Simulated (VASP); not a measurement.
A convergence study with VASP on Ni₃Si (L1_2): one setting is varied, all else stays as given below, so the limit is that of these other settings. Each run relaxes cell and ions from the cell shown.

```
Ni3Si
1.0
    3.51000     0.00000     0.00000
    0.00000     3.51000     0.00000
    0.00000     0.00000     3.51000
Si Ni
1 3
Cartesian
  0.00000   0.00000   0.00000
  0.00000   1.75500   1.75500
  1.75500   0.00000   1.75500
  1.75500   1.75500   0.00000
```

Level of theory: PBE GGA, VASP's PBE PAW potentials (set 64) (plane waves; VASP). The tightest run used: 550 eV cut-off, 13×13×13 Γ-centred mesh, first-order Methfessel-Paxton smearing of 0.10 eV, potentials Si Ni.

Problem. The settings run are 2×2×2 mesh; 3×3×3 mesh; 4×4×4 mesh; 5×5×5 mesh; 6×6×6 mesh; 7×7×7 mesh; 9×9×9 mesh; 10×10×10 mesh; 11×11×11 mesh; 12×12×12 mesh; 13×13×13 mesh. From which on does the relaxed volume stay within 0.02 Å³/atom of the tightest run?

Solution. From 4×4×4 mesh on: it is off by 0.005 there and by no more than 0.02 in any finer run, while 3×3×3 mesh is off by 0.059.
| setting | relaxed volume (Å³/atom) | E (eV/atom) | irreducible k-points | difference judged (Å³/atom) |
|---|---|---|---|---|
| 2×2×2 mesh | 10.612 | -5.9627 | 4 | 0.162 |
| 3×3×3 mesh | 10.832 | -5.8815 | 4 | 0.059 |
| 4×4×4 mesh | 10.779 | -5.9245 | 10 | 0.005 |
| 5×5×5 mesh | 10.770 | -5.9202 | 10 | 0.003 |
| 6×6×6 mesh | 10.776 | -5.9199 | 20 | 0.003 |
| 7×7×7 mesh | 10.771 | -5.9218 | 20 | 0.003 |
| 9×9×9 mesh | 10.774 | -5.9200 | 35 | 0.001 |
| 10×10×10 mesh | 10.773 | -5.9202 | 56 | 0.000 |
| 11×11×11 mesh | 10.774 | -5.9200 | 56 | 0.001 |
| 12×12×12 mesh | 10.774 | -5.9200 | 84 | 0.000 |
| 13×13×13 mesh | 10.773 | -5.9200 | 84 | 0.000 |

Left out are rungs that failed or repeat a setting and relaxations that didn't move; long series are thinned to 24 rows.

The compound is Ni3Si in the L1_2 structure. The run is not spin-polarised, so no magnetic state was tried.
